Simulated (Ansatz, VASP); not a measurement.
# FeMo in two plane-wave programs, part 2 of 3

Aim: how closely do two programs agree when they are given the same cell, functional and k mesh? The cell is invented: As first built, before any earlier steps moved the atoms (in the runner's words): it takes the FeRu structure with some of its atoms replaced by other elements, volume scaled by an estimate. It may not be a known or stable phase. The cell is a member of a volume series, scaled by 0.94 from a relaxed one, so a pressure remains.

VASP 6.6.1 and Ansatz 0.2.0.

So far: The structure; VASP: single point, LDA, volume scaled by 0.94.

## Step 3: Ansatz: single point, LDA, volume scaled by 0.94

Level of this step: Ansatz beside VASP: Kohn-Sham DFT, plane waves, LDA (Ansatz).

Ansatz runs on its default PAW (the set named soft_2) files.

The same cell, functional (in two slightly different forms), mesh and smearing now go to Ansatz, which takes its cutoff from its data sets.

Input file input.yaml:

```yaml
crystal:
  lattice:
    - [2.5882861592, -2.63e-08, 0.0]
    - [-1.2941426354, 2.2415216856, 0.0]
    - [0.0, 0.0, 4.0395970061]
  atoms:
    - { symbol: Mo, position: [0.66666667, 0.33333333, 0.0], spin: 1.0 }
    - { symbol: Fe, position: [0.0, 0.0, 0.5], spin: 3.0 }
hamiltonian:
  xc: lda
  pseudopotentials: { kind: paw }
magnetization:
  spin_polarized: true
kpoints:
  mp_grid: { grid: [10, 10, 6] }
scf:
  occupations: { method: fermi_dirac, width: 0.05 }
  n_extra_bands: 4
output:
  forces: true
  stress: true
  eigenvalues: true
```

On the command line:

```console
ansatz run input.yaml --threads 2 --pin off --max-ram 4608MiB --backend cpu --events-out ev --progress --plain --runs-dir out
```

Numbers of over 12 decimals in the logs are rounded to 6 here.

Output:

```text
Warning: the atoms were moved onto the symmetric positions of the space group found under crystal.symmetry.tolerance 1.0e-5 (fractional; no operation is sought that the atoms, as they stand in a round, miss by more than twice it, and no atom is moved by as much as it), and the run uses the moved positions. Before a round's move an operation carried an atom to 1.29e-8 Å from where it should land, the largest such dist [...]
Warning: the band count 19 (scf.n_extra_bands) hosts the net moment |M| = 4.0000 μB (N_el = 30) but caps the reachable moment at 2·n_bands − N_el = 8.0000 μB, below the 21 bands that the automatic rule leaves for it — a moment growing past the seed, or the majority channel's smearing tail, pins there with fewer empty majority states than that count leaves; raise or omit scf.n_extra_bands unless the cap is intended
scf.n_extra_bands = 4 over 15 filled bands (N_el = 30.0): the run solves 19 bands
Engine: ansatz 0.2.0, aarch64-unknown-linux-gnu
Pseudopotentials: kind: paw
Pseudopotential: Mo, paw, valence charge 14, recommended cutoff 420 eV (normal), Mo.paw.azcp
Pseudopotential: Fe, paw, valence charge 16, recommended cutoff 420 eV (normal), Fe.paw.azcp
Functional definition: SPW92
  exchange = slater_x
  correlation = pw_c
Crystal: 2 atoms, lattice volume = 23.437 Å³
Basis set: ecut = 420 eV, 451 PW (Γ)
Bands: 19, of which v1, the nominal top of the filled ones, is band 15 counted from 1 (14 counted from 0)
Symmetry: 12 space group operations
Space group: P-6m2 (ITA 187), of the structure as read, at distance tolerance 2.9e-5 Å
Magnetic group: BNS 187.209 (UNI 1439), of the structure as read, at distance tolerance 2.9e-5 Å
k-points: 56 of 600 (time reversal used)
Non-local potential: Mo, projectors of the file, l = 0: 3, l = 1: 2, l = 2: 2, l = 3: 1
Non-local potential: Fe, projectors of the file, l = 0: 3, l = 1: 2, l = 2: 3, l = 3: 1
PAW form: soft (Blöchl's): semilocal exchange-correlation on the pseudo side does not see the compensation charge
PAW frozen core: Mo, regenerated for the run's functional, and the local potential with it (the file was generated under x = pbe(κ = 0.804, μ = 0.219515), c = pbe(β = 0.066725))
PAW frozen core: Fe, regenerated for the run's functional, and the local potential with it (the file was generated under x = pbe(κ = 0.804, μ = 0.219515), c = pbe(β = 0.066725))
PAW one-centre angular grid: Mo, 590 points (default); XC on 64 Gauss nodes
PAW one-centre angular grid: Fe, 590 points (default); XC on 64 Gauss nodes
Initial density: superposition of atomic densities (chi_scale 0.1, normalization cell)
Starting moments: Σ|m| = 4 μB on 2 of 2 sites
Initial wavefunctions: pseudopotential atomic-orbital guess
Functional: x = slater, c = lda
SCF iter   1: F=—  HF=-9264.061853 eV  |F-HF|=—  |Δ(HF+E_count)|=         —  Δρ=2.38e-1 (↑2.38e-1 ↓1.55e-1)  dr2=3.01e0  dr2_m=7.80e0  M=0.564 μB ∫|m|=0.598 μB  β_m=0.30  ethr=3.10e-3  ⟨swp⟩=4.3  Hψ=8332  notcnv=0
Mixer restart at iter 1: flushing history
preconditioner: auto → none  [metal: Δε(μ)=0.011 eV  Ē_g=5.567 eV  σ=0.050 eV  W_gap=0.05  n_scr=8 (ndim 8)  ℏωp=28.7 eV  f_vac=0.000  D(μ)=1.86/eV (n_scr^D=22)  sad-step TF]
SCF iter   2: F=—  HF=-9262.310184 eV  |F-HF|=—  |Δ(HF+E_count)|=    1.75e0  Δρ=1.48e-1 (↑1.48e-1 ↓1.33e-1)  dr2=1.69e0  dr2_m=3.95e0  M=0.541 μB ∫|m|=0.566 μB  β_m=0.62  ethr=3.10e-3  ⟨swp⟩=2.4  Hψ=4120  notcnv=0
SCF iter   3: F=—  HF=-9264.279508 eV  |F-HF|=—  |Δ(HF+E_count)|=    1.97e0  Δρ=2.05e-1 (↑2.05e-1 ↓1.23e-1)  dr2=2.73e1  dr2_m=4.42e-1  M=0.141 μB ∫|m|=0.178 μB  β_m=0.39  ethr=3.10e-3  ⟨swp⟩=4.0  Hψ=7320  notcnv=0  recentre
SCF iter   4: F=—  HF=-9262.238845 eV  |F-HF|=—  |Δ(HF+E_count)|=    2.04e0  Δρ=2.39e-2 (↑1.73e-2 ↓2.39e-2)  dr2=1.85e-2  dr2_m=8.92e-2  M=0.237 μB ∫|m|=0.266 μB  β_m=0.51  ethr=3.10e-3  ⟨swp⟩=3.9  Hψ=5762  notcnv=0  defer=3
SCF iter   5: F=—  HF=-9262.299749 eV  |F-HF|=—  |Δ(HF+E_count)|=   6.09e-2  Δρ=8.12e-3 (↑3.34e-3 ↓8.12e-3)  dr2=8.43e-3  dr2_m=6.47e-3  M=0.076 μB ∫|m|=0.102 μB  β_m=0.74  ethr=6.18e-5  ⟨swp⟩=2.2  Hψ=4600  notcnv=0
SCF iter   6: F=—  HF=-9262.297105 eV  |F-HF|=—  |Δ(HF+E_count)|=   2.64e-3  Δρ=1.91e-3 (↑1.59e-3 ↓1.91e-3)  dr2=2.54e-3  dr2_m=3.40e-4  M=0.026 μB ∫|m|=0.038 μB  β_m=0.77  ethr=2.81e-5  ⟨swp⟩=2.3  Hψ=3934  notcnv=0
SCF iter   7: F=—  HF=-9262.297205 eV  |F-HF|=—  |Δ(HF+E_count)|=   9.96e-5  Δρ=1.72e-3 (↑1.72e-3 ↓1.43e-3)  dr2=1.65e-3  dr2_m=3.20e-5  M=0.002 μB ∫|m|=0.006 μB  β_m=0.71  ethr=8.48e-6  ⟨swp⟩=2.0  Hψ=3587  notcnv=0
SCF iter   8: F=—  HF=-9262.297576 eV  |F-HF|=—  |Δ(HF+E_count)|=   3.71e-4  Δρ=8.81e-4 (↑8.81e-4 ↓1.87e-4)  dr2=1.55e-4  dr2_m=5.04e-5  M=0.005 μB ∫|m|=0.007 μB  β_m=0.86  ethr=5.50e-6  ⟨swp⟩=2.0  Hψ=2906  notcnv=0
SCF iter   9: F=—  HF=-9262.297650 eV  |F-HF|=—  |Δ(HF+E_count)|=   7.38e-5  Δρ=1.22e-4 (↑7.51e-5 ↓1.22e-4)  dr2=1.02e-5  dr2_m=1.55e-7  M=-0.001 μB ∫|m|=0.001 μB  β_m=0.76  ethr=5.18e-7  ⟨swp⟩=2.0  Hψ=2637  notcnv=0
[...]
SCF 1 converged in 13 iterations: F = -9262.297651 eV  dr2 = 8.16e-10
  greatest PAW one-centre occupation: 1.001 electrons in one spin orbital (limit 2), on the Fe atom at site 1 (counted from 0), in its partial waves of l = 1
Starting moments: Σ|m| = 9 μB on 2 of 2 sites
[...]
preconditioner: auto → none  [metal: Δε(μ)=0.021 eV  Ē_g=6.165 eV  σ=0.050 eV  W_gap=0.10  n_scr=8 (ndim 8)  ℏωp=28.7 eV  f_vac=0.000  D(μ)=2.42/eV (n_scr^D=34)  sad-step TF]
[...]
spin-set hold released at iteration 7 (site moments contracting): the magnetisation degrees of freedom join the quasi-Newton model from the next iteration; the mixer history was flushed
[...]
SCF iter  16: F=—  HF=-9262.297605 eV  |F-HF|=—  |Δ(HF+E_count)|=   1.02e-4  Δρ=5.08e-4 (↑5.08e-4 ↓3.32e-4)  dr2=1.51e-5  dr2_m=3.70e-5  M=0.031 μB ∫|m|=0.033 μB  β_m=0.86  ethr=2.38e-7  ⟨swp⟩=2.0  Hψ=3323  notcnv=0
SCF iter  17: F=—  HF=-9262.297650 eV  |F-HF|=—  |Δ(HF+E_count)|=   4.54e-5  Δρ=1.40e-4 (↑1.40e-4 ↓6.17e-5)  dr2=8.07e-6  dr2_m=1.22e-6  M=0.005 μB ∫|m|=0.006 μB  β_m=0.79  ethr=5.04e-8  ⟨swp⟩=2.2  Hψ=3936  notcnv=0
SCF iter  18: F=—  HF=-9262.297650 eV  |F-HF|=—  |Δ(HF+E_count)|=   2.32e-7  Δρ=5.29e-5 (↑5.29e-5 ↓2.74e-5)  dr2=2.50e-7  dr2_m=2.90e-7  M=0.003 μB ∫|m|=0.003 μB  β_m=0.90  ethr=2.69e-8  ⟨swp⟩=2.3  Hψ=3155  notcnv=0
SCF iter  19: F=—  HF=-9262.297651 eV  |F-HF|=—  |Δ(HF+E_count)|=   3.50e-7  Δρ=1.41e-5 (↑9.20e-6 ↓1.41e-5)  dr2=1.11e-7  dr2_m=2.06e-8  M=0.001 μB ∫|m|=0.001 μB  β_m=0.93  ethr=3.33e-10  ⟨swp⟩=3.0  Hψ=5188  notcnv=0
SCF iter  20: F=—  HF=-9262.297651 eV  |F-HF|=—  |Δ(HF+E_count)|=   1.99e-7  Δρ=5.17e-5 (↑5.17e-5 ↓5.05e-5)  dr2=3.52e-6  dr2_m=9.24e-10  M=0.000 μB ∫|m|=0.000 μB  β_m=0.54  ethr=3.33e-10  ⟨swp⟩=3.0  Hψ=4708  notcnv=0  recentre
iter 21 did not close the SCF: its close was put off for a magnetic moment that had not settled (scf_convergence_deferred on its scf_iter line)
SCF iter  21: F=-9262.297651 eV  HF=-9262.297651 eV  |F-HF|=7.06e-10  |Δ(HF+E_count)|=   1.89e-7  Δρ=2.75e-6 (↑2.67e-6 ↓2.75e-6)  dr2=1.71e-9  dr2_m=1.22e-9  M=0.000 μB ∫|m|=0.000 μB  β_m=0.76  ethr=3.33e-10  ⟨swp⟩=1.0  Hψ=5541  notcnv=0
iter 22 did not close the SCF: its close was put off for a magnetic moment that had not settled (scf_convergence_deferred on its scf_iter line)
SCF iter  22: F=-9262.297651 eV  HF=-9262.297651 eV  |F-HF|=1.78e-10  |Δ(HF+E_count)|=   1.23e-9  Δρ=8.83e-7 (↑6.01e-7 ↓8.83e-7)  dr2=2.56e-10  dr2_m=8.07e-11  M=0.000 μB ∫|m|=0.000 μB  β_m=0.77  ethr=5.69e-12  ⟨swp⟩=1.0  Hψ=5621  notcnv=0
SCF iter  23: F=-9262.297651 eV  HF=-9262.297651 eV  |F-HF|=7.64e-11  |Δ(HF+E_count)|=  4.91e-11  Δρ=4.23e-7 (↑4.23e-7 ↓3.20e-7)  dr2=7.60e-11  dr2_m=3.62e-12  M=0.000 μB ∫|m|=0.000 μB  ethr=1.00e-12  ⟨swp⟩=1.0  Hψ=6510  notcnv=0
SCF 2 converged in 23 iterations: F = -9262.297651 eV  dr2 = 7.60e-11
the search or the solves at the SCF's close seem to have found levels that the self-consistency loop had missed (the run counts 1). By its estimate they hold under 1e-12 electrons; where the run keeps them, the occupations were computed again with them
WARN: the starting moments were not kept: the SCF closed with an absolute magnetisation of 1.8e-5 μB, where they sum to 4 μB in size (2 sites). That is at most 0.1 of that sum. Measured as dr2_m measures the in/out step, that magnetisation stands 4.7e-10 eV from none, at or under the dr2_threshold of 1.0e-7 eV: it is no larger than a step whose dr2_m would equal this threshold. The system may hold no moment; this SCF [...]
SCF converged after 13 iterations
Magnetization: -0.0000 μB (15.0000 up, 15.0000 down)
Absolute magnetization: 0.0000 μB (∫|ρ↑−ρ↓|, with the PAW one-centre terms)
Spin contamination: 0.0000 ħ² per cell (⟨S²⟩ above its minimum at these occupations)
Per-site moments (μB) at R_I (Å): [(-9.209234286522494e-7, 1.036407), (-1.5969958388870776e-5, 1.036407)]
Free energy (F): -9262.297651 eV
Harris-Foulkes:  -9262.297651 eV  (|F-HF|=7.89e-10)
Internal energy: -9262.274735 eV  (E = F + TS)
E sigma→0 (E₀):  -9262.286193 eV
Entropy (-TS):   -0.022916 eV (-11.458 meV/atom)
Fermi energy:    22.927332 eV
--- Per-component energies (eV) ---
  E_band       = -163.990894
  E_kinetic    = 807.414133
  E_local      = -2720.111272  (includes V_loc(G=0)·N_el)
  E_nonlocal   = 368.210215
  E_hartree    = 1106.241000
  E_xc         = -304.200887
  E_vxc        = -386.350879  (∫ρ·V_xc dr)
  E_paw        = -4394.600187  (= ΣΔE_a)
  E_vpaw       = -445.637261  (= ΣTr[D̂ρ^β])
  E_aug_tail   = 0.000876  (compensation charges beyond the density's cutoff)
  E_ewald      = -4126.102966
  E_core_change = 0.874352  (= ΣΔE_core)
  E_smearing   = -0.022916  (= −TS)
  E_closure    = -0.000000  (closes the sum)
  Σ components = -9262.297651   (vs F -9262.297651, Δ=0.00e0)
--- Forces (eV/Å), atoms counted from 1 ---
  atom   1  Mo    -0.00000000     0.00000000     0.00000000
  atom   2  Fe    -0.00000000     0.00000000    -0.00000000
  max |Σ_I F_I| component: 2.78e-17 eV/Å
--- Stress (GPa, compression-positive) ---
       19.676573       0.000000       0.000000
        0.000000      19.676573      -0.000000
        0.000000      -0.000000      21.059045
  P = ⅓ Tr σ = 20.1374 GPa (201.374 kbar)
--- Band table (eV; the first three rows and the last of 112) ---
  k-point 0 ↑: bands = [... 11 lower, 21.5605, 21.8716, 22.3793, 22.3793, 22.4375, 22.4375, 24.9412, 26.4083]
  k-point 1 ↑: bands = [... 11 lower, 21.4117, 21.7221, 22.0466, 22.0466, 22.9626, 22.9626, 24.0397, 26.4234]
  k-point 2 ↑: bands = [... 11 lower, 21.2780, 21.3948, 21.6902, 21.6902, 22.3086, 23.5920, 23.5920, 26.3964]
  k-point 55 ↓: bands = [... 11 lower, 20.4351, 21.1675, 21.5193, 22.9070, 23.0363, 24.4318, 26.3334, 29.1607]
```

Wall time 22 s (2 threads of Arm Neoverse N1, shared host); peak memory 0.33 GiB.

The column dr2 measures how far the density is from self-consistency, as an energy; F and HF (Harris–Foulkes) agree once it is small.

The run ends at a pressure of 20.14 GPa.

## Step 4: Side by side

Known differences besides the potentials themselves: the two LDA forms differ slightly; the data sets hold 30 valence electrons in Ansatz (default PAW (the set named soft_2) files) and 22 in VASP; the cutoff is 420 eV in Ansatz and 400 eV in VASP; VASP's log shows a relativistic correction to its local exchange, Ansatz's none. Total energies have different zeros and are not compared.

The two programs side by side:

```csv
quantity,Ansatz,VASP,difference
pressure (GPa),20.14,20.35,-0.22
pressure without Ansatz's Pulay correction (GPa),20.01,20.35,-0.34
```

Ansatz's pressure holds a Pulay correction of 0.12 GPa; VASP's holds none.

## Step 5: Ansatz: single point, LDA, volume scaled by 0.96

With cell and atoms fixed, the geometry can't cause a difference; cores, projectors, grids and the points listed under the comparison can. The cell compared in this pair holds 23.94 Å³, against 23.44 Å³ for the pair before.

The cell is a member of a volume series, scaled by 0.96 from a relaxed one, so a pressure remains.

input.yaml: that of step 3 with these lines changed.

```diff
@@ -2,5 +2,5 @@
   lattice:
-    - [2.5882861592, -2.63e-08, 0.0]
-    - [-1.2941426354, 2.2415216856, 0.0]
-    - [0.0, 0.0, 4.0395970061]
+    - [2.606514127, -2.64e-08, 0.0]
+    - [-1.3032566162, 2.2573075697, 0.0]
+    - [0.0, 0.0, 4.0680458097]
   atoms:
```

Output:

```text
[...]
Crystal: 2 atoms, lattice volume = 23.935 Å³
Basis set: ecut = 420 eV, 463 PW (Γ)
Bands: 19, of which v1, the nominal top of the filled ones, is band 15 counted from 1 (14 counted from 0)
Symmetry: 12 space group operations
[...]
k-points: 56 of 600 (time reversal used)
[...]
k-point 0 ↑: bands = [... 11 lower, 21.0475, 21.3523, 21.8506, 21.8506, 21.8989, 21.8989, 24.3017, 25.7653]
  k-point 1 ↑: bands = [... 11 lower, 20.9049, 21.2069, 21.5206, 21.5206, 22.4138, 22.4138, 23.4154, 25.7784]
  k-point 2 ↑: bands = [... 11 lower, 20.7770, 20.8873, 21.1731, 21.1731, 21.7306, 23.0234, 23.0234, 25.7502]
  k-point 55 ↓: bands = [... 11 lower, 19.9340, 20.6491, 20.9766, 22.3539, 22.4762, 23.8323, 25.6899, 28.4622]
[key lines of the parts left out:]
SCF converged after 16 iterations
Magnetization: -0.0000 μB (15.0000 up, 15.0000 down)
Free energy (F): -9262.348577 eV
Fermi energy:    22.362728 eV
P = ⅓ Tr σ = 12.7320 GPa (127.320 kbar)
```

The job ended after 20 s (2 threads; peak memory 0.34 GiB; 39 s of CPU time).

The run ends at a pressure of 12.73 GPa.

## Step 6: VASP: single point, LDA, volume scaled by 0.96

The same cell, functional (in two slightly different forms), mesh and smearing now go to VASP, with its own data sets and cutoff.

Input file INCAR:

```
SYSTEM = FeMo
PREC = Accurate
ENCUT = 400
EDIFF = 1E-06
NELM = 100
ISMEAR = -1
SIGMA = 0.05
LREAL = .FALSE.
ALGO = Normal
GGA = CA
NBANDS = 18
ISPIN = 2
MAGMOM = 1 3
LMAXMIX = 4
LORBIT = 11
LWAVE = .FALSE.
LCHARG = .FALSE.
ISIF = 2
```

Input file POSCAR:

```
FeMo
1.0
    2.6065141270     -0.0000000264      0.0000000000
   -1.3032566162      2.2573075697      0.0000000000
    0.0000000000      0.0000000000      4.0680458097
Mo Fe
1 1
Direct
    0.6666666700      0.3333333300      0.0000000000
    0.0000000000      0.0000000000      0.5000000000
```

Input file KPOINTS:

```
Automatic mesh
0
Gamma
10 10 6
0 0 0
```

The projector-augmented-wave data sets are Mo_sv and Fe (LDA family, release 64).

On the command line:

```console
mpirun -np 1 vasp_std
```

Output:

```text
[... set-up lines as in an earlier step ...]
 entering main loop
       N       E                     dE             d eps       ncg     rms          rms(c)
DAV:   1     0.160923069432E+03    0.16092E+03   -0.10858E+04  4176   0.126E+03
DAV:   2    -0.181504549994E+02   -0.17907E+03   -0.17321E+03  4170   0.350E+02
DAV:   3    -0.227362596153E+02   -0.45858E+01   -0.45101E+01  4510   0.674E+01
DAV:   4    -0.227943213133E+02   -0.58062E-01   -0.58010E-01  4506   0.732E+00
[...]
DAV:  15    -0.209329955283E+02   -0.26471E-05   -0.12619E-05  4768   0.334E-02    0.299E-02
DAV:  16    -0.209330029388E+02   -0.74105E-05   -0.37836E-05  5050   0.666E-02    0.201E-02
DAV:  17    -0.209330027461E+02    0.19272E-06   -0.74774E-06  3028   0.243E-02
   1 F= -.20933003E+02 E0= -.20921177E+02  d E =-.236525E-01  mag=     0.0004
```

From OUTCAR (step 6):

```text
  Total        1.8991177      1.8991179      1.9601255      0.0000004      0.0000000      0.0000000
  in kB      127.1234927    127.1235048    131.2072432      0.0000239      0.0000000      0.0000000
  external PRESSURE =     128.4847469 kB  Pullay stress =       0.0000000 kB

 POSITION                                       TOTAL-FORCE (eV/Angst)
 -----------------------------------------------------------------------------------
      1.30326      0.75244      0.00000         0.000000      0.000000      0.000000
      0.00000      0.00000      2.03402        -0.000000     -0.000000      0.000000
 -----------------------------------------------------------------------------------
    total drift:                               -0.000019      0.000011      0.000000

  FREE ENERGIE OF THE ION-ELECTRON SYSTEM (eV)
  ---------------------------------------------------
  free  energy   TOTEN  =       -20.9330027461 eV

  energy  without entropy=      -20.9093502849  energy(sigma->0) =      -20.92117652

 magnetization (x)
# of ion       s       p       d       tot
------------------------------------------
    1       -0.000   0.000   0.000   0.000
    2       -0.000  -0.000   0.003   0.003
--------------------------------------------------
tot         -0.000   0.000   0.003   0.003

[... 1 part as in an earlier step ...]

[... 2 further parts left out ...]
[key lines of the parts left out:]
E-fermi :  10.9895
```

The run ends at a pressure of 12.85 GPa.

(Part 2 of 3 ends here.)

[Lines on the potential files, build, host, timing and source positions are cut from VASP's logs without a mark.]

[Logs are printed without paths, hosts, clocks, repeated set-up lines and the standing remarks that a program may print on its own settings, such as how far it seeks lower states.]

[Hosts, paths, dates, database ids (printed as entryN), source tags and the programs' standing remarks are cut or masked in the printed files.]
